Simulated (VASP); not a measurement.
Output of a VASP run:

File OUTCAR:
```
 ion  position               nearest neighbor table
   1  0.500  0.500  0.500-   2 2.79   2 2.79   2 2.79   2 2.79   2 2.79   2 2.79
   2  0.000  0.000  0.000-   1 2.79   1 2.79   1 2.79   1 2.79   1 2.79   1 2.79
  LATTYP: Found a face centered cubic cell.
 ALAT       =     5.5748541144
 Subroutine PRICEL returns:
 Original cell was already a primitive cell.
 Subroutine GETGRP returns: Found 48 space group operations
The static configuration has the point symmetry O_h .
The dynamic configuration has the point symmetry O_h .
 Subroutine INISYM returns: Found 48 space group operations
 Subroutine IBZKPT returns following result:
 Found     47 irreducible k-points:

 Following reciprocal coordinates:
            Coordinates               Weight
  0.000000  0.000000  0.000000      1.000000
  0.100000  0.000000  0.000000      8.000000
  0.200000  0.000000  0.000000      8.000000
  0.300000  0.000000  0.000000      8.000000
  0.400000  0.000000  0.000000      8.000000
  0.500000  0.000000  0.000000      4.000000
  0.100000  0.100000  0.000000      6.000000
  0.200000  0.100000  0.000000     24.000000
  0.300000  0.100000  0.000000     24.000000
  0.400000  0.100000  0.000000     24.000000
  0.500000  0.100000  0.000000     24.000000
 -0.400000  0.100000  0.000000     24.000000
 -0.300000  0.100000  0.000000     24.000000
 -0.200000  0.100000  0.000000     24.000000
 -0.100000  0.100000  0.000000     12.000000
  0.200000  0.200000  0.000000      6.000000
  0.300000  0.200000  0.000000     24.000000
  0.400000  0.200000  0.000000     24.000000
  0.500000  0.200000  0.000000     24.000000
 -0.400000  0.200000  0.000000     24.000000
 -0.300000  0.200000  0.000000     24.000000
 -0.200000  0.200000  0.000000     12.000000
  0.300000  0.300000  0.000000      6.000000
  0.400000  0.300000  0.000000     24.000000
  0.500000  0.300000  0.000000     24.000000
 -0.400000  0.300000  0.000000     24.000000
 -0.300000  0.300000  0.000000     12.000000
  0.400000  0.400000  0.000000      6.000000
  0.500000  0.400000  0.000000     24.000000
 -0.400000  0.400000  0.000000     12.000000
  0.500000  0.500000  0.000000      3.000000
  0.300000  0.200000  0.100000     24.000000
  0.400000  0.200000  0.100000     48.000000
  0.500000  0.200000  0.100000     48.000000
 -0.400000  0.200000  0.100000     24.000000
  0.400000  0.300000  0.100000     24.000000
  0.500000  0.300000  0.100000     48.000000
 -0.400000  0.300000  0.100000     48.000000
 -0.300000  0.300000  0.100000     48.000000
 -0.200000  0.300000  0.100000     24.000000
 Subroutine IBZKPT_HF returns following result:
   k-points           NKPTS =     47   k-points in BZ     NKDIM =     47   number of bands    NBANDS=     33
   number of dos      NEDOS =   1001   number of ions     NIONS =      2
   total plane-waves  NPLWV =  21952
   dimension x,y,z NGX =    28 NGY =   28 NGZ =   28
   dimension x,y,z NGXF=    56 NGYF=   56 NGZF=   56
   ions per type =               1   1
   PREC   = accura    normal or accurate (medium, high low for compatibility)
   ISTART =      0    job   : 0-new  1-cont  2-samecut
   ICHARG =      2    charge: 1-file 2-atom 10-const
   ISPIN  =      1    spin polarized calculation?
   LNONCOLLINEAR =      F non collinear calculations
   LSORBIT =      F    spin-orbit coupling
   INIWAV =      1    electr: 0-lowe 1-rand  2-diag
   ENCUT  =  400.0 eV  29.40 Ry    5.42 a.u.   6.43  6.43  6.43*2*pi/ulx,y,z
   NELM   =    100;   NELMIN=  2; NELMDL= -5     # of ELM steps
   EDIFF  = 0.1E-06   stopping-criterion for ELM
   LREAL  =      F    real-space projection
   NLSPLINE    = F    spline interpolate recip. space projectors
   LMAXMIX     =    6 max onsite mixed and CHGCAR
   VOSKOWN=      0    Vosko Wilk Nusair interpolation
   EDIFFG = 0.1E-05   stopping-criterion for IOM
   NSW    =      0    number of steps for IOM
   NBLOCK =      1;   KBLOCK =      1    inner block; outer block
...
```

File OSZICAR:
```
       N       E                     dE             d eps       ncg     rms          rms(c)
DAV:   1     0.403443970879E+01    0.40344E+01   -0.39631E+03  3126   0.327E+02
DAV:   2    -0.635231825639E+02   -0.67558E+02   -0.62403E+02  3697   0.118E+02
DAV:   3    -0.663680151613E+02   -0.28448E+01   -0.28197E+01  3823   0.189E+01
DAV:   4    -0.663754988784E+02   -0.74837E-02   -0.74827E-02  3381   0.104E+00
DAV:   5    -0.663755216139E+02   -0.22735E-04   -0.22735E-04  3766   0.612E-02    0.168E+01
DAV:   6    -0.650991486092E+02    0.12764E+01   -0.57647E-01  3220   0.409E+00    0.107E+01
DAV:   7    -0.653737828749E+02   -0.27463E+00   -0.17368E-01  3205   0.198E+00    0.275E+00
DAV:   8    -0.653383720350E+02    0.35411E-01   -0.17257E-01  3108   0.198E+00    0.111E+00
DAV:   9    -0.652063492719E+02    0.13202E+00   -0.73683E-02  3105   0.130E+00    0.727E-01
DAV:  10    -0.653849886637E+02   -0.17864E+00   -0.36893E-02  3105   0.850E-01    0.389E-01
DAV:  11    -0.653525354540E+02    0.32453E-01   -0.18861E-02  3109   0.638E-01    0.212E-01
DAV:  12    -0.653576089092E+02   -0.50735E-02   -0.29024E-03  3232   0.242E-01    0.204E-01
DAV:  13    -0.653682498814E+02   -0.10641E-01   -0.31497E-03  3113   0.276E-01    0.385E-02
DAV:  14    -0.653683092863E+02   -0.59405E-04   -0.93927E-05  3732   0.350E-02    0.636E-02
DAV:  15    -0.653684002075E+02   -0.90921E-04   -0.11506E-05  3185   0.172E-02    0.235E-02
DAV:  16    -0.653684883355E+02   -0.88128E-04   -0.14623E-05  3124   0.191E-02    0.123E-02
DAV:  17    -0.653685172191E+02   -0.28884E-04   -0.15043E-06  3330   0.547E-03    0.199E-02
DAV:  18    -0.653685120943E+02    0.51247E-05   -0.33158E-07  3256   0.278E-03    0.158E-02
DAV:  19    -0.653685096410E+02    0.24534E-05   -0.29133E-07  3119   0.285E-03    0.164E-02
DAV:  20    -0.653685074008E+02    0.22402E-05   -0.22133E-07  3125   0.236E-03    0.164E-02
DAV:  21    -0.653685046520E+02    0.27488E-05   -0.16270E-08  3249   0.692E-04    0.149E-02
DAV:  22    -0.653685008649E+02    0.37871E-05   -0.15199E-08  2680   0.727E-04    0.898E-03
DAV:  23    -0.653684995977E+02    0.12671E-05   -0.14352E-08  2902   0.534E-04    0.625E-03
DAV:  24    -0.653684981816E+02    0.14162E-05   -0.59620E-09  2477   0.393E-04    0.385E-03
DAV:  25    -0.653684976194E+02    0.56218E-06   -0.31040E-09  1566   0.251E-04    0.137E-03
DAV:  26    -0.653684971548E+02    0.46461E-06   -0.80362E-10  1566   0.115E-04    0.436E-04
DAV:  27    -0.653684970450E+02    0.10980E-06   -0.18692E-10  1566   0.591E-05    0.144E-04
DAV:  28    -0.653684969536E+02    0.91375E-07   -0.79964E-11  1566   0.440E-05
   1 F= -.65368497E+02 E0= -.65368497E+02  d E =-.174912E-16
 imaginary and real dielectric function
```

**OUTCAR**
```
------------------------ aborting loop because EDIFF is reached ----------------------------------------
  FORCE on cell =-STRESS in cart. coord.  units (eV):
  Direction    XX          YY          ZZ          XY          YZ          ZX
  --------------------------------------------------------------------------------------
  Total       -0.0060984     -0.0060984     -0.0060984     -0.0000000      0.0000000      0.0000000
  in kB       -0.2255706     -0.2255706     -0.2255706     -0.0000000      0.0000000      0.0000000
  external PRESSURE =      -0.2255706 kB  Pullay stress =       0.0000000 kB
  volume of cell :       43.32
      direct lattice vectors                 reciprocal lattice vectors
     0.000000000  2.787427057  2.787427057    -0.179376891  0.179376891  0.179376891
     2.787427057  0.000000000  2.787427057     0.179376891 -0.179376891  0.179376891
     2.787427057  2.787427057  0.000000000     0.179376891  0.179376891 -0.179376891
 POSITION                                       TOTAL-FORCE (eV/Angst)
 -----------------------------------------------------------------------------------
      2.78743      2.78743      2.78743        -0.000000     -0.000000      0.000000
      0.00000      0.00000      0.00000         0.000000      0.000000     -0.000000
 -----------------------------------------------------------------------------------
    total drift:                                0.000000      0.000000      0.000000
  FREE ENERGIE OF THE ION-ELECTRON SYSTEM (eV)
  ---------------------------------------------------
  free  energy   TOTEN  =       -65.3684969536 eV

  energy  without entropy=      -65.3684969536  energy(sigma->0) =      -65.36849695

 plasma frequency squared (from intraband transitions) (eV^2)
  --------------------------------------------------------------------------------------
       0.000       0.000       0.000
       0.000       0.000       0.000
       0.000       0.000       0.000

 plasma frequency squared (from interband transitions, int dw w eps(2)(w)) (eV^2)
  --------------------------------------------------------------------------------------
     490.411       0.000      -0.000       0.000       0.000      -0.000
      -0.000      -0.000     490.411       0.000      -0.000      -0.000
       0.000       0.000      -0.000       0.000     490.411       0.000
```
(Selected blocks of OUTCAR.)

POSCAR:
```
YbS
1
    0.0000000000     2.7874270572     2.7874270572
    2.7874270572     0.0000000000     2.7874270572
    2.7874270572     2.7874270572     0.0000000000
Yb S
1 1
Direct
  0.5000000000   0.5000000000   0.5000000000
  0.0000000000   0.0000000000   0.0000000000
```

Q: Reconstruct the remaining input files.

A: One answer among several that fit: the input of the run itself, SCAN meta-GGA, plane waves, VASP's PBE PAW potentials (set 64).

**INCAR**
```
# general
SYSTEM   =  YbS
PREC     =  Accurate
ENCUT    =  400
LREAL    =  .FALSE.
LASPH    =  .TRUE.
NBANDS   =  33

# electronic loop
EDIFF    =  1E-7
NELM     =  100
ALGO     =  Normal
LMAXMIX  =  6
LMIXTAU  =  .TRUE.

# smearing
ISMEAR   =  0
SIGMA    =  0.01

# functional
METAGGA  =  SCAN

# output
LWAVE    =  .FALSE.
LCHARG   =  .FALSE.
NEDOS    =  1001

# other
LOPTICS  =  .TRUE.
LPEAD    =  .TRUE.
CSHIFT   =  0.1
```

KPOINTS:
```
Automatic mesh
0
Gamma
10 10 10
0 0 0
```

POTCAR, in this order: Yb_2 S (PBE.64 set). Program: vasp_std.

The 4f electrons are frozen in the core of the lanthanide potential, so 4f levels, which can set the real gap, and their magnetism are missing.

The structure comes from a measured YbS entry (Fm-3m) of the Crystallography Open Database, whose conditions weren't checked. It was relaxed first, which changed the volume by -5 %.
